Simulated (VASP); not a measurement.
# MoI (F-43m) in VASP: further runs

Aim: see how the results for MoI move with the level of theory and the settings. Levels: PBE, PBE+U. Tasks: relaxation of cell and atoms.

All numbers are computed with VASP 6.6.1; they aren't measurements. Logs are shortened: lines on timing, memory, paths and dates and some standing lists are left out, and cuts for length are marked.

### 1 The crystal as given

It takes space group F-43m (No. 216, cubic). The conventional cell has a = 6.358 Å, b = 6.358 Å, c = 6.358 Å, α = 90.00°, β = 90.00°, γ = 90.00°. Around Mo (site symmetry -43m) lie 4 I at 2.75 Å. Around I (site symmetry -43m) lie 4 Mo at 2.75 Å.

The cell was built by a generator and needn't be a form met in nature.

### 2 Relaxation of cell and atoms, PBE

Contents of INCAR:

```
  PREC = Accurate
  ENCUT = 600
  EDIFF = 1E-7
  ISMEAR = -1
  SIGMA = 0.05
  LREAL = F
  LASPH = T
  NELM = 100
  ALGO = Normal
  ISIF = 3
  LWAVE = F
  LCHARG = F
  GGA = PE
  IBRION = 2
  NSW = 60
  EDIFFG = -0.01
```

Contents of KPOINTS:

```
Automatic mesh
0
Gamma
  7 7 7
```

Contents of POSCAR:

```
MoI
1.0
    0.0000000000      3.1788513800      3.1788513800
    3.1788513800      0.0000000000      3.1788513800
    3.1788513800      3.1788513800      0.0000000000
Mo I
1 1
Direct
    0.0000000000      0.0000000000      0.0000000000
    0.7500000000      0.7500000000      0.7500000000
```

Potentials or basis: VASP PAW PBE potentials, release 64 (Mo_sv, I).

Command:

```
> cat potpaw_PBE.64/Mo_sv/POTCAR potpaw_PBE.64/I/POTCAR > POTCAR
> mpirun -np 1 vasp_std > vasp.out
```

OUTCAR:

```text
PREC = Accurate
   ENCUT = 600
   EDIFF = 1E-7
   ISMEAR = -1
   LREAL = F
   LASPH = T
   NELM = 100
   ISIF = 3
   GGA = PE
   IBRION = 2
   NSW = 60
   EDIFFG = -0.01

 ion  position               nearest neighbor table
   1  0.000  0.000  0.000-   2 2.75   2 2.75   2 2.75   2 2.75
   2  0.750  0.750  0.750-   1 2.75   1 2.75   1 2.75   1 2.75

  LATTYP: Found a face centered cubic cell.
 ALAT       =     6.3577027600

  Lattice vectors:

 A1 = (   0.0000000000,   3.1788513800,   3.1788513800)
 A2 = (   3.1788513800,   0.0000000000,   3.1788513800)
 A3 = (   3.1788513800,   3.1788513800,   0.0000000000)

Analysis of symmetry for initial positions (statically):
=====================================================================
 Subroutine PRICEL returns:
 Original cell was already a primitive cell.

 Routine SETGRP: Setting up the symmetry group for a
 face centered cubic supercell.

 Subroutine GETGRP returns: Found 24 space group operations
 (whereof 24 operations were pure point group operations)
 out of a pool of 48 trial point group operations.

The static configuration has the point symmetry T_d .

Analysis of symmetry for dynamics (positions and initial velocities):
=====================================================================
 Subroutine PRICEL returns:
 Original cell was already a primitive cell.

 Routine SETGRP: Setting up the symmetry group for a
 face centered cubic supercell.

 Subroutine GETGRP returns: Found 24 space group operations
 (whereof 24 operations were pure point group operations)
 out of a pool of 48 trial point group operations.

The dynamic configuration has the point symmetry T_d .

 Subroutine INISYM returns: Found 24 space group operations
 (whereof 24 operations are pure point group operations),
 and found     1 'primitive' translations

----------------------------------------------------------------------------------------

                                     Primitive cell

  volume of cell :      64.2452

  direct lattice vectors                    reciprocal lattice vectors
     0.000000000  3.178851380  3.178851380    -0.157289518  0.157289518  0.157289518
     3.178851380  0.000000000  3.178851380     0.157289518 -0.157289518  0.157289518
     3.178851380  3.178851380  0.000000000     0.157289518  0.157289518 -0.157289518

  length of vectors
     4.495574734  4.495574734  4.495574734     0.272433436  0.272433436  0.272433436

  position of ions in fractional coordinates (direct lattice)
     0.000000000  0.000000000  0.000000000
     0.750000000  0.750000000  0.750000000

  ion indices of the primitive-cell ions
   primitive index   ion index
                 1           1
                 2           2

----------------------------------------------------------------------------------------

 KPOINTS: Automatic mesh

Automatic generation of k-mesh.
 Grid dimensions read from file:
 generate k-points for:    7    7    7

 Generating k-lattice:

  Cartesian coordinates                     Fractional coordinates (reciprocal lattice)
    -0.022469931  0.022469931  0.022469931     0.142857143  0.000000000  0.000000000
     0.022469931 -0.022469931  0.022469931     0.000000000  0.142857143  0.000000000
     0.022469931  0.022469931 -0.022469931     0.000000000  0.000000000  0.142857143

  Length of vectors
     0.038919062  0.038919062  0.038919062

  Shift w.r.t. Gamma in fractional coordinates (k-lattice)
     0.000000000  0.000000000  0.000000000

 Subroutine IBZKPT returns following result:
 ===========================================

 Found     20 irreducible k-points:

 Following reciprocal coordinates:
            Coordinates               Weight
  0.000000  0.000000  0.000000      1.000000
  0.142857  0.000000  0.000000      8.000000
  0.285714  0.000000  0.000000      8.000000
  0.428571  0.000000  0.000000      8.000000
  0.142857  0.142857  0.000000      6.000000
  0.285714  0.142857  0.000000     24.000000
[... 12 lines left out ...]
 -0.428571  0.428571  0.142857     24.000000
 -0.285714  0.428571  0.142857     24.000000
   k-points           NKPTS =     20   k-points in BZ     NKDIM =     20   number of bands    NBANDS=     14
   number of dos      NEDOS =    301   number of ions     NIONS =      2
   total plane-waves  NPLWV =  46656
   dimension x,y,z NGX =    36 NGY =   36 NGZ =   36
   dimension x,y,z NGXF=    72 NGYF=   72 NGZF=   72
   ions per type =               1   1
   NGX,Y,Z   is equivalent  to a cutoff of  13.31, 13.31, 13.31 a.u.
   NGXF,Y,Z  is equivalent  to a cutoff of  26.63, 26.63, 26.63 a.u.
 SYSTEM =  unknown system
   PREC   = accura    normal or accurate (medium, high low for compatibility)
   ISTART =      0    job   : 0-new  1-cont  2-samecut
   ICHARG =      2    charge: 1-file 2-atom 10-const
   ISPIN  =      1    spin polarized calculation?
   LNONCOLLINEAR =      F non collinear calculations
   LSORBIT =      F    spin-orbit coupling
   LASPH  =      T    aspherical Exc in radial PAW
   ENCUT  =  600.0 eV  44.10 Ry    6.64 a.u.   8.98  8.98  8.98*2*pi/ulx,y,z
   NELM   =    100;   NELMIN=  2; NELMDL= -5     # of ELM steps
   EDIFF  = 0.1E-06   stopping-criterion for ELM
   LREAL  =      F    real-space projection
   EDIFFG = -.1E-01   stopping-criterion for IOM
   NSW    =     60    number of steps for IOM
   IBRION =      2    ionic relax: 0-MD 1-quasi-New 2-CG
   NFREE  =      1    steps in history (QN), initial steepest desc. (CG)
   ISIF   =      3    stress and relaxation
   ISYM   =      2    0-nonsym 1-usesym 2-fastsym
   POTIM  = 0.5000    time-step for ionic-motion
   TEBEG  =    0.0;   TEEND  =   0.0 temperature during run
   PSTRESS=    0.0 pullay stress
   NELECT =      21.0000    total number of electrons
   NUPDOWN=      -1.0000    fix difference up-down
   EMIN   =  10.00;   EMAX   =-10.00  energy-range for DOS
   EFERMI =   0.00;   METHOD = LEGACY
   ISMEAR =    -1;   SIGMA  =   0.05  broadening in eV -4-tet -1-fermi 0-gaus
   EFERMI_NEDOS =   21; number of points for ismear=-14 and -15
   IALGO  =     38    algorithm
   IMIX   =      4    mixing-type and parameters
     AMIX     =   0.40;   BMIX     =  1.00
     AMIX_MAG =   1.60;   BMIX_MAG =  1.00
  volume/ion in A,a.u.               =      32.12       216.77
  Fermi-wavevector in a.u.,A,eV,Ry     =   1.127719  2.131081 17.303223  1.271751
  Thomas-Fermi vector in A             =   2.264407
   LORBIT       =      0    0 simple, 1 ext, 2 COOP (PROOUT), +10 PAW based schemes
   GGA     = PE    functional components
   LHFCALC =     F    Hartree Fock is set to
   AEXX    =    0.0000 exact exchange contribution
   IVDW    =     0    specifies the selected vdW correction
   LEPSILON=     F    determine dielectric tensor
   LRPA    =     F    only Hartree local field effects (RPA)
 conjugate gradient relaxation of ions
 non-spin polarized calculation
  energy-cutoff  :      600.00
  volume of cell :       64.25
 maximum number of plane-waves:      2168
   NGX = 17   NGY = 17   NGZ = 17

--------------------------------------- Ionic step        1  -------------------------------------------

 number of electron      21.0000000 magnetization

 Free energy of the ion-electron system (eV)
  ---------------------------------------------------
  ext. energy  EPLUGINS =         0.00000000
  ---------------------------------------------------
  free energy    TOTEN  =        -9.42221036 eV

  energy without entropy =       -9.38385485  energy(sigma->0) =       -9.40303260

------------------------ aborting loop because EDIFF is reached ----------------------------------------

  FORCE on cell =-STRESS in cart. coord.  units (eV):
  Direction    XX          YY          ZZ          XY          YZ          ZX
  --------------------------------------------------------------------------------------
  -------------------------------------------------------------------------------------
  Total       -2.9841972     -2.9841972     -2.9841972     -0.0000000     -0.0000000      0.0000000
  in kB      -74.4213300    -74.4213300    -74.4213300     -0.0000000     -0.0000000      0.0000000
  external PRESSURE =     -74.4213300 kB  Pullay stress =       0.0000000 kB
[... 21 lines left out ...]
  energy  without entropy=       -9.3838548493  energy(sigma->0) =       -9.40303260

--------------------------------------- Ionic step        2  -------------------------------------------

 number of electron      20.9999999 magnetization

 E-fermi :   8.1252     XC(G=0): -10.2307

 val. band max:        8.1232217676   @ k =   0.4286   0.2857   0.0000
 cond. band min:       8.1296263940   @ k =   0.4286   0.4286   0.0000
 fundamental gap:      0.0064046264
 Fermi energy:         8.1251526584

 k-point     1 :       0.0000    0.0000    0.0000
  band No.  band energies     occupation
      1     -52.1813      2.00000
      2     -26.3982      2.00000
      3     -26.3982      2.00000
      4     -26.3982      2.00000
      5      -7.3917      2.00000
      6       2.6516      2.00000
      7       2.6516      2.00000
      8       2.6516      2.00000
      9       7.5086      1.99999
     10       7.5086      1.99999
     11       9.2786      0.00000
     12      11.7420      0.00000
     13      11.7420      0.00000
     14      11.7420      0.00000
[... 462 lines left out ...]
  energy  without entropy=       -9.5997185842  energy(sigma->0) =       -9.61680375

--------------------------------------- Ionic step        6  -------------------------------------------

 number of electron      21.0000000 magnetization

 Free energy of the ion-electron system (eV)
  ---------------------------------------------------
  ext. energy  EPLUGINS =         0.00000000
  ---------------------------------------------------
  free energy    TOTEN  =        -9.63390808 eV

  energy without entropy =       -9.59977470  energy(sigma->0) =       -9.61684139

 E-fermi :   7.1099     XC(G=0):  -9.7970

 val. band max:        7.1047923634   @ k =  -0.4286   0.4286   0.1429
 cond. band min:       7.1308161986   @ k =   0.4286   0.4286   0.0000
 fundamental gap:      0.0260238352
 Fermi energy:         7.1099485771

 k-point     1 :       0.0000    0.0000    0.0000
  band No.  band energies     occupation
      1     -53.3150      2.00000
      2     -27.4946      2.00000
      3     -27.4946      2.00000
      4     -27.4946      2.00000
      5      -8.1171      2.00000
      6       1.8902      2.00000
      7       1.8902      2.00000
      8       1.8902      2.00000
      9       6.5797      1.99995
     10       6.5797      1.99995
     11       7.9712      0.00000
     12      10.2457      0.00000
     13      10.2457      0.00000
     14      10.2457      0.00000
[... 350 lines left out ...]
  FREE ENERGIE OF THE ION-ELECTRON SYSTEM (eV)
  ---------------------------------------------------
  free  energy   TOTEN  =        -9.6339080817 eV

  energy  without entropy=       -9.5997747040  energy(sigma->0) =       -9.61684139

 reached required accuracy - stopping structural energy minimisation
```

It took 46 s on 1 thread of Intel Xeon 6975P-C (Granite Rapids), shared host; peak memory 0.22 GiB.

What came out:

- Free energy: -9.6339 eV
- Relaxed volume: 28.15 Å³/atom
- Relaxed cell: a = 4.302 Å, b = 4.302 Å, c = 4.302 Å, α = 60.00°, β = 60.00°, γ = 60.00°
- Space group after relaxing (to 0.05 Å): F-43m (No. 216)
- Energy gained by relaxing: 105.8 meV/atom
- Ionic steps: 6
- Pressure after relaxing: 0.0 GPa
- Band gap on the k mesh: none (metal or under the smearing width)

Step by step:
| step | energy change (eV) | largest force (eV/Å) | pressure (GPa) | volume (Å³) |
| --- | --- | --- | --- | --- |
| 1 | 0.0000 | 0.0000 | -7.44 | 64.25 |
| 2 | -0.0821 | 0.0000 | 9.18 | 51.35 |
| 3 | -0.2117 | 0.0000 | -0.11 | 56.39 |
| 4 | -0.2117 | 0.0000 | 0.10 | 56.23 |
| 5 | -0.2117 | 0.0000 | -0.09 | 56.37 |
| 6 | -0.2117 | 0.0000 | 0.01 | 56.30 |

Final structure:
```
Mo I
1.0
     0.00000    3.04202    3.04202
     3.04202    0.00000    3.04202
     3.04202    3.04202    0.00000
Mo I
1 1
Direct
  0.00000 0.00000 0.00000
  0.75000 0.75000 0.75000
```

Levels at points of the mesh, in eV from the Fermi level:
```tsv
k point	band 7	band 8	band 9	band 10	band 11	band 12	band 13	band 14
(0.00, 0.00, 0.00)	-5.22	-5.22	-0.53	-0.53	0.86	3.14	3.14	3.14
```

Caveat: an odd number of electrons without spin polarisation forces a metal; a magnetic or distorted state may lie lower.

(Part 1 of 2 ends here.)
